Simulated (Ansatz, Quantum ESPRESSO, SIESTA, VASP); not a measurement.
# IrRh3 (P1, 4 atoms in the cell) computed with different codes at matched settings

Self-consistent single point, at a second geometry (atoms moved at random). First geometry:

```yaml
crystal:
  lattice:
    - [-1.90678, 1.90678, 3.81948]
    - [1.90678, -1.90678, 3.81948]
    - [1.90678, 1.90678, -3.81948]
  atoms:
    - { symbol: Ir, position: [0.00000, 0.00000, 0.00000] }
    - { symbol: Rh, position: [0.75000, 0.25000, 0.50000] }
    - { symbol: Rh, position: [0.25000, 0.75000, 0.50000] }
    - { symbol: Rh, position: [0.50000, 0.50000, 0.00000] }
```

Second geometry:
```yaml
crystal:
  lattice:
    - [-1.90678, 1.90678, 3.81948]
    - [1.90678, -1.90678, 3.81948]
    - [1.90678, 1.90678, -3.81948]
  atoms:
    - { symbol: Ir, position: [0.99438, 0.98960, 0.99559] }
    - { symbol: Rh, position: [0.75884, 0.24094, 0.50187] }
    - { symbol: Rh, position: [0.24723, 0.76361, 0.50541] }
    - { symbol: Rh, position: [0.49954, 0.50585, 0.99713] }
```

Shared settings, as Ansatz (a quantum-chemistry and plane-wave program) writes them: kpoints.mp_grid.grid = 10 10 10; scf.occupations.method = gaussian; scf.occupations.width = 0.136 eV. Potentials and cutoffs stand in the table.

| code | model | ΔF from the first geometry (meV/atom) | pressure (GPa) | largest force (eV/Å) | cutoff |
|---|---|---|---|---|---|
| Ansatz | LDA (PW92), PAW files made with PBE | 14.8 | -11.05 | 0.734 | default |
| Quantum ESPRESSO | LDA (PZ), GBRV 1.5 ultrasoft (LDA) pseudopotentials | 15.1 | -12.04 | 0.750 | 40 Ry |
| VASP | LDA (PZ), VASP's LDA PAW potentials (set 64) | 14.9 | -10.43 | 0.742 | 300 eV |
| SIESTA | LDA PW92, numerical atomic orbitals DZP, PseudoDojo LDA standard norm-conserving potentials (rewritten from UPF to PSML) | 17.9 | -12.19 | 0.930 | grid 400 Ry |

Size of the force on each atom (eV/Å): Sizes of forces hide their directions.

```
code                Ir1    Rh2    Rh3    Rh4
----------------  -----  -----  -----  -----
Ansatz            0.644  0.718  0.734  0.420
Quantum ESPRESSO  0.657  0.733  0.750  0.425
VASP              0.653  0.723  0.742  0.419
SIESTA            0.759  0.892  0.930  0.455
```

On Ansatz's run: spin-orbit coupling is off. Spin polarisation is off.

The spread over the programs that give each value: ΔF from the first geometry within 3.1 meV/atom; pressure within 1.76 GPa; largest force within 0.196 eV/Å.

SIESTA uses small atom-centred bases, whose incompleteness enters pressures, forces and empty levels differently from a plane-wave cutoff. Ansatz's pressure is given at a fixed set of plane waves, as the other plane-wave codes print theirs; with its correction for the finite basis it is -10.97 GPa. The same LDA comes in different parametrisations, which differ slightly. In the pressure, SIESTA (by 1.14) lies more than 1 GPa from the median of the plane-wave programs. In the force vectors, SIESTA (by 0.188) lies more than 0.08 eV/Å from the median of the plane-wave programs.

VASP's run is marked for a possible Pulay error in its stress at this cutoff; no cutoff test was made.

The starting cell comes from a database of computed structures (which also holds hypothetical and non-ambient phases and stackings), without a prior relaxation at this level. For this run, on top of that: atoms moved at random.

Keys are those of Ansatz 0.2.
